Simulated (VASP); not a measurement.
Given:

```
CELL_PARAMETERS angstrom
      0.00000     3.58861     3.58861
      3.58861     0.00000     3.58861
      3.58861     3.58861     0.00000
ATOMIC_POSITIONS crystal
  K  0.00000 0.00000 0.00000
  I  0.50000 0.50000 0.50000
```

The numbers are results of revTPSS meta-GGA, VASP's PBE PAW potentials (set 64) (plane waves; VASP), not measurements. Numerical set-up: 520 eV cut-off, 6×6×6 Γ-centred mesh, Gaussian smearing of 0.050 eV, potentials K_sv I.

Unless said otherwise, spin-orbit coupling is left out, though it shifts the bands of the heavy elements here.

### Question
What does the run give for the energy per atom (σ→0), band gap (on the k-mesh) with the smallest direct gap where there is one?

### Answer

| Property | Value |
|---|---|
| band gap (on the k-mesh) | 4.26 eV |
| smallest direct gap (on the k-mesh) | 4.26 eV |
| energy per atom (σ→0) | 6.900 eV/atom |

The absolute energy has meaning only against runs of the same code, potentials and settings.

The compound is KI in the rock salt structure. It was relaxed first. The start is the result of an earlier pass.
